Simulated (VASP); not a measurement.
## CoGe (relaxed from the CsCl structure, space group Pm-3m): computed properties

All values below come from PBEsol GGA, VASP's PBE PAW potentials (set 64) (plane waves; VASP 6.6.1).

- space group = Pm-3m (221)
- cell = a = b = c = 2.880 Å, α = β = γ = 90.00°
- volume per atom = 11.94 Å³/atom
- band gap (over mesh and band path) = none (metal, semimetal or under 0.01 eV)
- cell moment = 0.73 μB
- band gap with spin-orbit coupling = none (metallic)
- density = 9.15 g/cm³

```
CELL_PARAMETERS angstrom
      2.87971     0.00000     0.00000
      0.00000     2.87971     0.00000
      0.00000     0.00000     2.87971
ATOMIC_POSITIONS crystal
  Co 0.00000 0.00000 0.00000
  Ge 0.50000 0.50000 0.50000
```
Starting moments (μB, in the order of the record's atoms Co Ge): 0.7 0.0.

The structure was generated: CoGe was put into the CsCl type (Pm-3m), which need not be its known phase. It was relaxed first. Symmetry was kept, so distortions that lower it aren't found.
